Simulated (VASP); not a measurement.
The input files of a VASP run:

**KPOINTS**
```
kpoints
0
Gamma
 8 8 8
0 0 0
```

### INCAR
```
SYSTEM = Sr
PREC = Accurate
ENCUT = 480
EDIFF = 1E-7
NELM = 100
ALGO = Normal
LREAL = .FALSE.
LASPH = .TRUE.
ISMEAR = 0
SIGMA = 0.05
GGA = PS
LMAXMIX = 4
LWAVE = .FALSE.
LCHARG = .FALSE.
ISIF = 2
```

File POSCAR:
```
Sr
1
    0.0000000000     2.9399591186     2.9399591186
    2.9399591186     0.0000000000     2.9399591186
    2.9399591186     2.9399591186     0.0000000000
Sr
1
Direct
  0.0000000000   0.0000000000   0.0000000000
```

POTCAR, in this order: Sr_sv (PBE.64 set). Program: vasp_std.

Write an equivalent input for Ansatz.

One equivalent input (not run):
Ansatz 0.2 input:
```yaml
crystal:
  lattice:
    - [0.0000000, 2.9399591, 2.9399591]
    - [2.9399591, 0.0000000, 2.9399591]
    - [2.9399591, 2.9399591, 0.0000000]
  atoms:
    - { symbol: Sr, position: [0.0000000, 0.0000000, 0.0000000] }
kpoints:
  mp_grid: { grid: [8, 8, 8] }
hamiltonian:
  xc: pbesol
  pseudopotentials: { kind: paw }
scf:
  occupations: { method: gaussian, width: 0.05 }
  max_iter: 100
output: { forces: true, stress: true, eigenvalues: true }
```
The two are equivalent in intent, not identical: each code has its own PAW files, so the cut-off isn't converted (ENCUT is set for VASP's; basis.ecutwfc is left out, and Ansatz then takes the one that its files recommend); Ansatz stops its SCF on the density residual and VASP on the energy change (EDIFF).

The compound is Sr in the fcc structure. This cell was strained or had an atom moved on purpose.
